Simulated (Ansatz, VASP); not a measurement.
# HC4 (C(111) slab, H on the bottom face) in two plane-wave programs, part 2 of 3

One calculation is typed for both programs; each brings its own data sets. How far apart do they land? Of the first pair: The cell is taken from a series of runs on this material, whose earlier steps may have relaxed, scaled, displaced or heated it; both programs get it as it stands.

VASP 6.6.1 and Ansatz 0.2.0.

So far. Step 4 (Side by side): The forces differ by 15 meV/Å r.m.s., which is 0.8 % of the r.m.s. force of 1.932 eV/Å (both taken over all components). With vacuum in the cell, a pressure given here is an average over mostly empty space and none of the material.

## 5. VASP: single point, LDA, pair 2

Level of this step: LDA; plane waves and PAW (C, H) (VASP).

With cell and atoms fixed, the geometry can't cause a difference; cores, projectors, grids and the points listed under the comparison can.

Input file INCAR:

```
SYSTEM = HC4
PREC = Accurate
ENCUT = 520
EDIFF = 1E-06
NELM = 120
ISMEAR = -1
SIGMA = 0.025
LREAL = Auto
ALGO = Normal
GGA = PW92
NBANDS = 192
LORBIT = 11
LWAVE = .FALSE.
LCHARG = .FALSE.
ISIF = 2
LASPH = .TRUE.
GGA_COMPAT = .FALSE.
KPAR = 4
```

Input file POSCAR:

```
HC4
1.0
   10.0890000000      0.0000000000      0.0000000000
   -5.0445000000      8.7373300000      0.0000000000
    0.0000000000      0.0000000000     13.6642600000
C H
64 16
Direct
    0.3363700000      0.9171200000      0.4835700000
    0.2510800000      0.0023800000      0.4424700000
    0.1683200000      0.8337000000      0.6228500000
    0.3347600000      0.9169300000      0.6014200000
    0.3381800000      0.6723600000      0.4833700000
    0.2514700000      0.7476700000      0.4433000000
    0.1684000000      0.5837100000      0.6232500000
    0.3348800000      0.6672700000      0.6036100000
    0.5853700000      0.9185600000      0.4841700000
    0.5019000000      0.0014000000      0.4470700000
    0.4183000000      0.8338400000      0.6215900000
    0.5851600000      0.9170100000      0.6027800000
    0.3376100000      0.4198000000      0.4797800000
    0.2524700000      0.5014200000      0.4473700000
    0.1687000000      0.3342500000      0.6205500000
    0.3349600000      0.4170200000      0.6024700000
    0.5821800000      0.6618400000      0.4851000000
    0.5030100000      0.7523400000      0.4452500000
    0.4173500000      0.5831000000      0.6225900000
    0.5845500000      0.6663100000      0.6039100000
    0.8335100000      0.9165800000      0.4829400000
    0.7522900000      0.9983300000      0.4440800000
    0.6680000000      0.8330800000      0.6230800000
    0.8347300000      0.9166100000      0.6046600000
    0.3319600000      0.1614800000      0.4823600000
    0.2489100000      0.2504400000      0.4445500000
    0.1677100000      0.0840500000      0.6220900000
    0.3342300000      0.1663100000      0.6022700000
    0.5822500000      0.4149800000      0.4803400000
    0.5001500000      0.5002800000      0.4462700000
    0.4174800000      0.3331500000      0.6214100000
    0.5843600000      0.4165300000      0.6036800000
    0.8354500000      0.6656900000      0.4847600000
    0.7511200000      0.7538800000      0.4452600000
    0.6679500000      0.5828600000      0.6230800000
    0.8347600000      0.6667600000      0.6052700000
    0.0877700000      0.9188000000      0.4838300000
    0.0008800000      0.9986700000      0.4494000000
    0.9183300000      0.8337100000      0.6238300000
    0.0850200000      0.9170500000      0.6043800000
    0.5850400000      0.1688500000      0.4816600000
    0.5026900000      0.2504600000      0.4478600000
    0.4183100000      0.0839000000      0.6216800000
    0.5850800000      0.1673200000      0.6031000000
    0.8356800000      0.4161700000      0.4856100000
    0.7526300000      0.5037700000      0.4474000000
    0.6679000000      0.3338800000      0.6227300000
    0.8348100000      0.4166700000      0.6046300000
    0.0833300000      0.6678400000      0.4839800000
    0.0011700000      0.7499200000      0.4476700000
    0.9182000000      0.5834600000      0.6236800000
    0.0849600000      0.6670900000      0.6037800000
    0.8345600000      0.1648700000      0.4833900000
    0.7504900000      0.2494700000      0.4443300000
    0.6683400000      0.0840000000      0.6219700000
    0.8348500000      0.1664800000      0.6017400000
    0.0839700000      0.4188600000      0.4834200000
    0.9993100000      0.5004000000      0.4463200000
    0.9182700000      0.3331500000      0.6225400000
    0.0848500000      0.4172700000      0.6035500000
    0.0867900000      0.1705000000      0.4817000000
    0.0029800000      0.2526300000      0.4444700000
    0.9187700000      0.0835800000      0.6223500000
    0.0849900000      0.1674500000      0.6029100000
    0.2491400000      0.0026300000      0.3667500000
    0.2461200000      0.7474300000      0.3660000000
    0.5020900000      0.0006400000      0.3648100000
    0.2507600000      0.5021800000      0.3661200000
    0.4966600000      0.7441200000      0.3648800000
    0.7456100000      0.9975900000      0.3679800000
    0.2536400000      0.2544300000      0.3648700000
    0.4986200000      0.4999800000      0.3663800000
    0.7492900000      0.7492600000      0.3633600000
    0.9995200000      0.0022100000      0.3671500000
    0.5000300000      0.2520600000      0.3673100000
    0.7478300000      0.4980300000      0.3652900000
    0.9963900000      0.7490300000      0.3651600000
    0.7485500000      0.2513800000      0.3668600000
    0.0034200000      0.5024700000      0.3653700000
    0.9997000000      0.2506300000      0.3641000000
```

Input file KPOINTS:

```
Automatic mesh
0
Gamma
2 2 1
0 0 0
```

Potentials, in the order of the species: C and H (LDA family, release 64).

The run is started by

```sh
$ mpirun -np 8 vasp_std
```

Numbers of over 12 decimals in the logs are rounded to 6 here.

Output:

```text
[banner, memory and clock lines left out]
running    8 mpi-ranks, on    1 nodes
[...]
[... a notice as in an earlier step ...]

 [... a notice as in an earlier step ...]

 LDA part: xc-table for (Slater(with rela. corr.)+PW92), standard interpolation
 POSCAR, INCAR and KPOINTS ok, starting setup
[...]
entering main loop
       N       E                     dE             d eps       ncg     rms          rms(c)
DAV:   1     0.181753202737E+04    0.18175E+04   -0.12194E+05  1552   0.121E+03
DAV:   2    -0.452708507928E+03   -0.22702E+04   -0.21534E+04  2112   0.293E+02
DAV:   3    -0.703529719537E+03   -0.25082E+03   -0.24698E+03  1904   0.950E+01
DAV:   4    -0.711541112119E+03   -0.80114E+01   -0.79700E+01  2120   0.194E+01
[...]
DAV:  34    -0.671568237353E+03   -0.71201E-05   -0.86804E-07  1248   0.126E-03    0.881E-04
DAV:  35    -0.671568238491E+03   -0.11375E-05   -0.12698E-07  1256   0.643E-04    0.855E-04
DAV:  36    -0.671568239135E+03   -0.64437E-06   -0.70698E-08  1176   0.433E-04
   1 F= -.67156824E+03 E0= -.67153266E+03  d E =-.711612E-01
```

From OUTCAR (step 5):

```text
  FREE ENERGIE OF THE ION-ELECTRON SYSTEM (eV)
  ---------------------------------------------------
  free  energy   TOTEN  =      -671.5682391351 eV

  energy  without entropy=     -671.4970779424  energy(sigma->0) =     -671.53265854

[... 1 part as in an earlier step ...]
```

## 6. Ansatz: single point, LDA, pair 2

The same cell, functional (in two slightly different forms), mesh and smearing now go to Ansatz, which takes its cutoff from its data sets.

The cell is taken from a series of runs on this material, whose earlier steps may have relaxed, scaled, displaced or heated it; both programs get it as it stands.

Input file input.yaml:

```yaml
crystal:
  lattice:
    - [10.089, 0.0, 0.0]
    - [-5.0445, 8.73733, 0.0]
    - [0.0, 0.0, 13.66426]
  atoms:
    - { symbol: C, position: [0.33637, 0.91712, 0.48357] }
    - { symbol: C, position: [0.25108, 0.00238, 0.44247] }
    - { symbol: C, position: [0.16832, 0.8337, 0.62285] }
    - { symbol: C, position: [0.33476, 0.91693, 0.60142] }
    - { symbol: C, position: [0.33818, 0.67236, 0.48337] }
    - { symbol: C, position: [0.25147, 0.74767, 0.4433] }
    - { symbol: C, position: [0.1684, 0.58371, 0.62325] }
    - { symbol: C, position: [0.33488, 0.66727, 0.60361] }
    - { symbol: C, position: [0.58537, 0.91856, 0.48417] }
    - { symbol: C, position: [0.5019, 0.0014, 0.44707] }
    - { symbol: C, position: [0.4183, 0.83384, 0.62159] }
    - { symbol: C, position: [0.58516, 0.91701, 0.60278] }
    - { symbol: C, position: [0.33761, 0.4198, 0.47978] }
    - { symbol: C, position: [0.25247, 0.50142, 0.44737] }
    - { symbol: C, position: [0.1687, 0.33425, 0.62055] }
    - { symbol: C, position: [0.33496, 0.41702, 0.60247] }
    - { symbol: C, position: [0.58218, 0.66184, 0.4851] }
    - { symbol: C, position: [0.50301, 0.75234, 0.44525] }
    - { symbol: C, position: [0.41735, 0.5831, 0.62259] }
    - { symbol: C, position: [0.58455, 0.66631, 0.60391] }
    - { symbol: C, position: [0.83351, 0.91658, 0.48294] }
    - { symbol: C, position: [0.75229, 0.99833, 0.44408] }
    - { symbol: C, position: [0.668, 0.83308, 0.62308] }
    - { symbol: C, position: [0.83473, 0.91661, 0.60466] }
    - { symbol: C, position: [0.33196, 0.16148, 0.48236] }
    - { symbol: C, position: [0.24891, 0.25044, 0.44455] }
    - { symbol: C, position: [0.16771, 0.08405, 0.62209] }
    - { symbol: C, position: [0.33423, 0.16631, 0.60227] }
    - { symbol: C, position: [0.58225, 0.41498, 0.48034] }
    - { symbol: C, position: [0.50015, 0.50028, 0.44627] }
    - { symbol: C, position: [0.41748, 0.33315, 0.62141] }
    - { symbol: C, position: [0.58436, 0.41653, 0.60368] }
    - { symbol: C, position: [0.83545, 0.66569, 0.48476] }
    - { symbol: C, position: [0.75112, 0.75388, 0.44526] }
    - { symbol: C, position: [0.66795, 0.58286, 0.62308] }
    - { symbol: C, position: [0.83476, 0.66676, 0.60527] }
    - { symbol: C, position: [0.08777, 0.9188, 0.48383] }
    - { symbol: C, position: [0.00088, 0.99867, 0.4494] }
    - { symbol: C, position: [0.91833, 0.83371, 0.62383] }
    - { symbol: C, position: [0.08502, 0.91705, 0.60438] }
    - { symbol: C, position: [0.58504, 0.16885, 0.48166] }
    - { symbol: C, position: [0.50269, 0.25046, 0.44786] }
    - { symbol: C, position: [0.41831, 0.0839, 0.62168] }
    - { symbol: C, position: [0.58508, 0.16732, 0.6031] }
    - { symbol: C, position: [0.83568, 0.41617, 0.48561] }
    - { symbol: C, position: [0.75263, 0.50377, 0.4474] }
    - { symbol: C, position: [0.6679, 0.33388, 0.62273] }
    - { symbol: C, position: [0.83481, 0.41667, 0.60463] }
    - { symbol: C, position: [0.08333, 0.66784, 0.48398] }
    - { symbol: C, position: [0.00117, 0.74992, 0.44767] }
    - { symbol: C, position: [0.9182, 0.58346, 0.62368] }
    - { symbol: C, position: [0.08496, 0.66709, 0.60378] }
    - { symbol: C, position: [0.83456, 0.16487, 0.48339] }
    - { symbol: C, position: [0.75049, 0.24947, 0.44433] }
    - { symbol: C, position: [0.66834, 0.084, 0.62197] }
    - { symbol: C, position: [0.83485, 0.16648, 0.60174] }
    - { symbol: C, position: [0.08397, 0.41886, 0.48342] }
    - { symbol: C, position: [0.99931, 0.5004, 0.44632] }
    - { symbol: C, position: [0.91827, 0.33315, 0.62254] }
    - { symbol: C, position: [0.08485, 0.41727, 0.60355] }
    - { symbol: C, position: [0.08679, 0.1705, 0.4817] }
    - { symbol: C, position: [0.00298, 0.25263, 0.44447] }
    - { symbol: C, position: [0.91877, 0.08358, 0.62235] }
    - { symbol: C, position: [0.08499, 0.16745, 0.60291] }
    - { symbol: H, position: [0.24914, 0.00263, 0.36675] }
    - { symbol: H, position: [0.24612, 0.74743, 0.366] }
    - { symbol: H, position: [0.50209, 0.00064, 0.36481] }
    - { symbol: H, position: [0.25076, 0.50218, 0.36612] }
    - { symbol: H, position: [0.49666, 0.74412, 0.36488] }
    - { symbol: H, position: [0.74561, 0.99759, 0.36798] }
    - { symbol: H, position: [0.25364, 0.25443, 0.36487] }
    - { symbol: H, position: [0.49862, 0.49998, 0.36638] }
    - { symbol: H, position: [0.74929, 0.74926, 0.36336] }
    - { symbol: H, position: [0.99952, 0.00221, 0.36715] }
    - { symbol: H, position: [0.50003, 0.25206, 0.36731] }
    - { symbol: H, position: [0.74783, 0.49803, 0.36529] }
    - { symbol: H, position: [0.99639, 0.74903, 0.36516] }
    - { symbol: H, position: [0.74855, 0.25138, 0.36686] }
    - { symbol: H, position: [0.00342, 0.50247, 0.36537] }
    - { symbol: H, position: [0.9997, 0.25063, 0.3641] }
kpoints:
  mp_grid: { grid: [2, 2, 1] }
hamiltonian:
  xc: lda
scf:
  occupations: { method: fermi_dirac, width: 0.025 }
output:
  forces: true
  populations: true
  dos:
    method: { smearing: { sigma: 0.1 } }
    de: 0.1
    projected:
      site_lists:
        C: [C]
        H: [H]
        slab: [0, 1, 2, 3, 4, 5, 6, 7, 8, 9, 10, 11, 12, 13, 14, 15, 16, 17, 18, 19, 20, 21, 22, 23, 24, 25, 26, 27, 28, 29, 30, 31, 32, 33, 34, 35, 36, 37, 38, 39, 40, 41, 42, 43, 44, 45, 46, 47, 48, 49, 50, 51, 52, 53, 54, 55, 56, 57, 58, 59, 60, 61, 62, 63]
        hydrogen: [64, 65, 66, 67, 68, 69, 70, 71, 72, 73, 74, 75, 76, 77, 78, 79]
  eigenvalues: true
  write_density: true
  write_potential: true
  volumetric_format: npy
```

The run is started by

```sh
$ ansatz run input.yaml --threads 4 --pin off --max-ram 8192MiB --backend cpu --events-out ev --progress --plain --runs-dir out
```

Output:

```text
[...]
Crystal: 80 atoms, lattice volume = 1204.517 Å³
Basis set: ecut = 420 eV, 23589 PW (Γ)
Bands: 216, of which v1, the nominal top of the filled ones, is band 136 counted from 1 (135 counted from 0)
Symmetry: 1 space group operations
[...]
k-points: 4
[...]
SCF iter   1: F=—  HF=-15773.200278 eV  |F-HF|=—  |Δ(HF+E_count)|=         —  Δρ=2.27e-2  dr2=2.35e1  ethr=1.77e-3  ⟨swp⟩=8.2  Hψ=4974  notcnv=0  defer=234
[...]
k-point 2: bands = [... 132 lower, 1.8830, 1.9083, 1.9157, 1.9527, 2.2254, 2.2362, 2.2711, 2.2836, ... 76 higher]
  k-point 3: bands = [... 132 lower, 1.8871, 1.9073, 1.9238, 1.9566, 2.2147, 2.2476, 2.2794, 2.2914, ... 76 higher]
--- Löwdin populations: 80 sites ---
  site symbol       q [e]
     0      C      3.9180
     1      C      4.1766
     2      C      4.0265
     3      C      3.9688
     4      C      3.9088
     5      C      4.1724
     6      C      4.0397
     7      C      3.9648
[...]
76      H      0.8273
    77      H      0.8043
    78      H      0.8191
    79      H      0.8173
  spilling = 0.007086 (of n_electrons = 272.000000)
```

## 7. Differences

Forces on 10 of the 80 atoms, those with the largest forces and the largest differences (eV/Å; atoms numbered as in POSCAR):

```
atom          Ansatz x, y, z            VASP x, y, z
  C1  -0.664, -0.130, -2.563  -0.674, -0.139, -2.562
  C2    0.789, -1.138, 5.006    0.796, -1.147, 4.986
  C6    -0.711, 1.135, 4.198    -0.719, 1.142, 4.186
 C17   -0.104, 2.171, -2.147   -0.104, 2.186, -2.137
 C22    -0.693, 0.798, 4.518    -0.699, 0.799, 4.501
 C34    0.767, -1.840, 1.984    0.771, -1.851, 1.981
 C54     0.308, 0.205, 3.817     0.309, 0.212, 3.806
 H68   -0.032, 0.051, -0.001   -0.033, 0.052, -0.034
 H74    0.164, -0.171, 0.346    0.163, -0.170, 0.312
 H75   0.095, -0.138, -0.365   0.094, -0.137, -0.397
```

The forces differ by 10 meV/Å r.m.s., which is 1.1 % of the r.m.s. force of 0.942 eV/Å (both taken over all components). With vacuum in the cell, a pressure given here is an average over mostly empty space and none of the material.

## 8. Ansatz: relaxation, LDA

The two programs are compared at the cell with which this relaxation starts, whose forces are those of its first step.

The structure compared here is the start of the Ansatz relaxation; VASP solves that cell, so the two are compared at the walk's first step.

Input file input.yaml:

```yaml
crystal:
  lattice:
    - [10.089, 0.0, 0.0]
    - [-5.0445, 8.73733, 0.0]
    - [0.0, 0.0, 13.66426]
  atoms:
    - { symbol: C, position: [0.33637, 0.91712, 0.48357] }
    - { symbol: C, position: [0.25108, 0.00238, 0.44247] }
    - { symbol: C, position: [0.1632, 0.83218, 0.63608] }
    - { symbol: C, position: [0.3326, 0.91378, 0.59663] }
    - { symbol: C, position: [0.33818, 0.67236, 0.48337] }
    - { symbol: C, position: [0.25147, 0.74767, 0.4433] }
    - { symbol: C, position: [0.16486, 0.58204, 0.63655] }
    - { symbol: C, position: [0.33788, 0.67413, 0.59788] }
    - { symbol: C, position: [0.58537, 0.91856, 0.48417] }
    - { symbol: C, position: [0.5019, 0.0014, 0.44707] }
    - { symbol: C, position: [0.4156, 0.83272, 0.63348] }
    - { symbol: C, position: [0.57863, 0.91616, 0.59322] }
    - { symbol: C, position: [0.33761, 0.4198, 0.47978] }
    - { symbol: C, position: [0.25247, 0.50142, 0.44737] }
    - { symbol: C, position: [0.16573, 0.33213, 0.6339] }
    - { symbol: C, position: [0.33232, 0.4181, 0.59518] }
    - { symbol: C, position: [0.58218, 0.66184, 0.4851] }
    - { symbol: C, position: [0.50301, 0.75234, 0.44525] }
    - { symbol: C, position: [0.4161, 0.58264, 0.63639] }
    - { symbol: C, position: [0.58299, 0.66862, 0.59563] }
    - { symbol: C, position: [0.83351, 0.91658, 0.48294] }
    - { symbol: C, position: [0.75229, 0.99833, 0.44408] }
    - { symbol: C, position: [0.67102, 0.83569, 0.6349] }
    - { symbol: C, position: [0.83679, 0.91617, 0.59595] }
    - { symbol: C, position: [0.33196, 0.16148, 0.48236] }
    - { symbol: C, position: [0.24891, 0.25044, 0.44455] }
    - { symbol: C, position: [0.16743, 0.08226, 0.63521] }
    - { symbol: C, position: [0.33259, 0.16617, 0.59741] }
    - { symbol: C, position: [0.58225, 0.41498, 0.48034] }
    - { symbol: C, position: [0.50015, 0.50028, 0.44627] }
    - { symbol: C, position: [0.41227, 0.33213, 0.63486] }
    - { symbol: C, position: [0.58417, 0.41919, 0.59508] }
    - { symbol: C, position: [0.83545, 0.66569, 0.48476] }
    - { symbol: C, position: [0.75112, 0.75388, 0.44526] }
    - { symbol: C, position: [0.6714, 0.58616, 0.63142] }
    - { symbol: C, position: [0.82984, 0.66744, 0.59708] }
    - { symbol: C, position: [0.08777, 0.9188, 0.48383] }
    - { symbol: C, position: [0.00088, 0.99867, 0.4494] }
    - { symbol: C, position: [0.91348, 0.83278, 0.63635] }
    - { symbol: C, position: [0.08189, 0.9169, 0.59548] }
    - { symbol: C, position: [0.58504, 0.16885, 0.48166] }
    - { symbol: C, position: [0.50269, 0.25046, 0.44786] }
    - { symbol: C, position: [0.41741, 0.08172, 0.63246] }
    - { symbol: C, position: [0.58731, 0.1688, 0.59737] }
    - { symbol: C, position: [0.83568, 0.41617, 0.48561] }
    - { symbol: C, position: [0.75263, 0.50377, 0.4474] }
    - { symbol: C, position: [0.66161, 0.33241, 0.63298] }
    - { symbol: C, position: [0.83035, 0.41362, 0.59493] }
    - { symbol: C, position: [0.08333, 0.66784, 0.48398] }
    - { symbol: C, position: [0.00117, 0.74992, 0.44767] }
    - { symbol: C, position: [0.91776, 0.58342, 0.63395] }
    - { symbol: C, position: [0.08387, 0.6636, 0.59574] }
    - { symbol: C, position: [0.83456, 0.16487, 0.48339] }
    - { symbol: C, position: [0.75049, 0.24947, 0.44433] }
    - { symbol: C, position: [0.66249, 0.08151, 0.63539] }
    - { symbol: C, position: [0.82972, 0.16477, 0.59338] }
    - { symbol: C, position: [0.08397, 0.41886, 0.48342] }
    - { symbol: C, position: [0.99931, 0.5004, 0.44632] }
    - { symbol: C, position: [0.91797, 0.32956, 0.63419] }
    - { symbol: C, position: [0.08349, 0.41391, 0.59516] }
    - { symbol: C, position: [0.08679, 0.1705, 0.4817] }
    - { symbol: C, position: [0.00298, 0.25263, 0.44447] }
    - { symbol: C, position: [0.92101, 0.08586, 0.63399] }
    - { symbol: C, position: [0.08341, 0.168, 0.59869] }
    - { symbol: H, position: [0.24914, 0.00263, 0.36675] }
    - { symbol: H, position: [0.24612, 0.74743, 0.366] }
    - { symbol: H, position: [0.50209, 0.00064, 0.36481] }
    - { symbol: H, position: [0.25076, 0.50218, 0.36612] }
    - { symbol: H, position: [0.49666, 0.74412, 0.36488] }
    - { symbol: H, position: [0.74561, 0.99759, 0.36798] }
    - { symbol: H, position: [0.25364, 0.25443, 0.36487] }
    - { symbol: H, position: [0.49862, 0.49998, 0.36638] }
    - { symbol: H, position: [0.74929, 0.74926, 0.36336] }
    - { symbol: H, position: [0.99952, 0.00221, 0.36715] }
    - { symbol: H, position: [0.50003, 0.25206, 0.36731] }
    - { symbol: H, position: [0.74783, 0.49803, 0.36529] }
    - { symbol: H, position: [0.99639, 0.74903, 0.36516] }
    - { symbol: H, position: [0.74855, 0.25138, 0.36686] }
    - { symbol: H, position: [0.00342, 0.50247, 0.36537] }
    - { symbol: H, position: [0.9997, 0.25063, 0.3641] }
kpoints:
  mp_grid: { grid: [2, 2, 1] }
hamiltonian:
  xc: lda
scf:
  occupations: { method: fermi_dirac, width: 0.025 }
output:
  forces: true
relax:
  f_tol: 0.03
  max_steps: 115
  constraints:
    - { sites: [0, 1, 4, 5, 8, 9, 12, 13, 16, 17, 20, 21, 24, 25, 28, 29, 32, 33, 36, 37, 40, 41, 44, 45, 48, 49, 52, 53, 56, 57, 60, 61, 64, 65, 66, 67, 68, 69, 70, 71, 72, 73, 74, 75, 76, 77, 78, 79], fix: xyz }
```

Output:

```text
[...]
Crystal: 80 atoms, lattice volume = 1204.517 Å³
Basis set: ecut = 420 eV, 23589 PW (Γ)
Bands: 216, of which v1, the nominal top of the filled ones, is band 136 counted from 1 (135 counted from 0)
Symmetry: 1 space group operations
[...]
k-points: 4
[...]
SCF iter   1: F=—  HF=-15760.092066 eV  |F-HF|=—  |Δ(HF+E_count)|=         —  Δρ=2.00e-2  dr2=1.53e1  ethr=1.77e-3  ⟨swp⟩=8.2  Hψ=4945  notcnv=0  defer=155
[...]
- { symbol: H, position: [0.246120, 0.747430, 0.366] }
    - { symbol: H, position: [0.50209, 0.00064, 0.36481] }
    - { symbol: H, position: [0.25076, 0.50218, 0.36612] }
    - { symbol: H, position: [0.49666, 0.74412, 0.364880] }
    - { symbol: H, position: [0.74561, 0.99759, 0.36798] }
    - { symbol: H, position: [0.25364, 0.25443, 0.364870] }
    - { symbol: H, position: [0.498620, 0.49998, 0.366380] }
[...]
- { symbol: H, position: [0.996390, 0.74903, 0.36516] }
    - { symbol: H, position: [0.74855, 0.25138, 0.366860] }
    - { symbol: H, position: [0.00342, 0.50247, 0.365370] }
    - { symbol: H, position: [0.999700, 0.250630, 0.3641] }
```

(Continued in part 3 of 3.)

[Lines on the potential files, build, host, timing and source positions are cut from VASP's logs without a mark.]

[Logs are printed without paths, hosts, clocks, repeated set-up lines and the standing remarks that a program may print on its own settings, such as how far it seeks lower states.]

[Hosts, paths, dates, database ids (printed as entryN), source tags and the programs' standing remarks are cut or masked in the printed files.]
